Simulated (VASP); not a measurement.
Consider the following.

```
CELL_PARAMETERS angstrom
      0.00000     2.57615     2.57615
      2.57615     0.00000     2.57615
      2.57615     2.57615     0.00000
ATOMIC_POSITIONS crystal
  Ta 0.00000 0.00000 0.00000
  Si 0.50000 0.50000 0.50000
```

All values below come from PBE GGA, VASP's PBE PAW potentials (set 64) (plane waves; VASP). Settings: 400 eV cut-off, 14×14×14 Γ-centred mesh, tetrahedra with Blöchl corrections, potentials Ta_pv Si.

Unless said otherwise, spin-orbit coupling is left out, though it shifts the bands of the heavy elements here.

Q: Predict the energy per atom (σ→0), band gap (on the k-mesh) with the smallest direct gap where there is one.

A: 
```yaml
band gap (on the k-mesh): none (metal, semimetal or under 0.01 eV)
energy per atom (σ→0): -8.665 eV/atom
```

The absolute energy has meaning only against runs of the same code, potentials and settings.

The structure was generated: TaSi was put into the rock salt type (Fm-3m), which need not be its known phase. It was relaxed first, which changed the volume by -39 %. The electron count is odd and the run is not spin-polarised, which forces a metal.
